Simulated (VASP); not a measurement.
CdS (wurtzite), at 1.04 of the tabulated volume:

```
CELL_PARAMETERS angstrom
      2.09724    -3.63253     0.00000
      2.09724     3.63253     0.00000
      0.00000     0.00000     6.80843
ATOMIC_POSITIONS crystal
  Cd 0.66667 0.33333 0.50000
  Cd 0.33333 0.66667 0.00000
  S  0.66667 0.33333 0.87700
  S  0.33333 0.66667 0.37700
```

The lowest empty band near Γ, direction in plane, from PBE with spin-orbit coupling in VASP (PAW); its two spin partners are averaged. The gap over the points computed is 1.11 eV, and the next band on that side lies 1.60 eV away at the edge.

Settings: 400 eV cut-off, 7×7×4 Γ-centred mesh, Gaussian smearing of 0.050 eV, potentials Cd S.

```json
[
 {"distance from the edge in k (1/Å)": "0.012", "distance in energy (meV)": "4.3"},
 {"distance from the edge in k (1/Å)": "0.018", "distance in energy (meV)": "9.6"},
 {"distance from the edge in k (1/Å)": "0.025", "distance in energy (meV)": "18.6"},
 {"distance from the edge in k (1/Å)": "0.035", "distance in energy (meV)": "35.8"},
 {"distance from the edge in k (1/Å)": "0.050", "distance in energy (meV)": "70.8"},
 {"distance from the edge in k (1/Å)": "0.070", "distance in energy (meV)": "131.7"}
]
```

**Question.** Fit E(1 + αE) = ħ²k²/2m* (ħ²/2m0 = 3.810 eV Å²) and predict the row at 0.095 1/Å.

**Answer.** Least squares on the energies gives the electron mass m* = 0.126 m0 and α = 0.94 per eV, and so 225.0 meV. The run gave 224.6 meV, -0.4 meV from the fit.

Left out are points under 3 meV from the edge, since the levels carry 0.1 meV, and points farther than half the way to the next band.

The compound is CdS in the wurtzite structure. The cell was not relaxed at this level.
